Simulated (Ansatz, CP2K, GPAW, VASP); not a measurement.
One calculation of KPt, 4 ways

```
Pt K
1.0
     3.00085    0.00000    0.00000
    -1.50042    2.59881    0.00000
     0.00000    0.00000    5.34558
Pt K
1 1
Direct
  0.66667 0.33333 0.00000
  0.00000 0.00000 0.50000
```

The cell comes from a database or a generator and needn't be the stable form of this composition.

Alike in all runs: task single point; functional LDA; k mesh 10 × 10 × 5; occupations gaussian, width 0.05 eV; no spin polarisation; no spin-orbit coupling. LDA stands for any of its common fits. Pressure is positive in compression and, in plane waves, holds the error of the finite cutoff.

```tsv
program and potentials	plane-wave cutoff (eV)	notes	pressure (GPa)
VASP, LDA PAW files K_pv, Pt, 500 eV	500	8.5 valence electrons an atom on average	-5.39
Ansatz, all-electron LAPW, scalar-relativistic	-	-	?
GPAW, the program's PAW data sets (release 1.2.1) made for this functional	600	12.5 valence electrons an atom on average	-6.94
CP2K, GTH_POTENTIALS Pt GTH-PADE-q18, K GTH-PADE-q9; TZVP-MOLOPT-PBE-GTH basis	-	atomic basis; 13.5 valence electrons an atom on average	-15.51
```

Problem. Estimate from the other rows what the run with Ansatz, all-electron LAPW, scalar-relativistic gave.

Solution. Pressure -7.10 GPa. The other rows, which needn't bracket it: pressure -15.51 to -5.39.
